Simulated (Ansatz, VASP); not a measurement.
Two plane-wave programs on YAl3N4

```
Y Al N
1.0
     4.92600   -2.84403    0.00000
    -3.28400    0.00000   -5.18650
     3.28400    5.68805    0.00000
Y Al N
2 6 8
Direct
  0.33333 0.00000 0.00000
  0.91667 0.50000 0.12500
  0.83333 0.00000 0.25000
  0.33333 0.00000 0.50000
  0.83333 0.00000 0.75000
  0.41667 0.50000 0.37500
  0.91667 0.50000 0.62500
  0.41667 0.50000 0.87500
  0.58333 0.50000 0.12500
  0.08333 0.50000 0.37500
  0.58333 0.50000 0.62500
  0.08333 0.50000 0.87500
  0.66667 0.00000 0.00000
  0.16667 0.00000 0.25000
  0.66667 0.00000 0.50000
  0.16667 0.00000 0.75000
```

The cell comes from a database or a generator and needn't be the stable form of this composition.

Alike in both runs: task single point; functional PBE; k mesh 4 × 4 × 4; occupations gaussian, width 0.1 eV; no spin polarisation.

```csv
,VASP,Ansatz
version,VASP 6.6.1,Ansatz 0.2.0
potentials or method,"VASP PAW PBE potentials, release 64 (Y_sv, Al, N)","scalar-relativistic, plane waves, PAW"
plane-wave cutoff (eV),520,420
valence electrons in the cell,80,80
```

|  | VASP | Ansatz | Ansatz less VASP |
| --- | --- | --- | --- |
| gap on the k mesh at the Fermi level (eV) | 2.07 | 2.08 | +0.007 |
| least direct gap on the mesh (eV) | 2.07 | 2.08 | +0.007 |
| pressure (GPa) | 18.0 | 18.3 | +0.25 |
| largest component of the traceless stress (GPa) | 26.23 | 26.22 | -0.018 |
| rms of the force components (eV/Å) | 2.883 | 2.878 | -0.0052 |

With one functional, cell and mesh, what is left measures potentials, basis and numerics.

Caveats: so large a pressure means that the cell lies far from this level's equilibrium, or that cutoff or potentials fall short (VASP); forces of over 1 eV/Å show positions far from the minimum, so gaps and moduli don't describe the material at rest. PBE gaps usually lie below the measured ones, often by a third to a half.
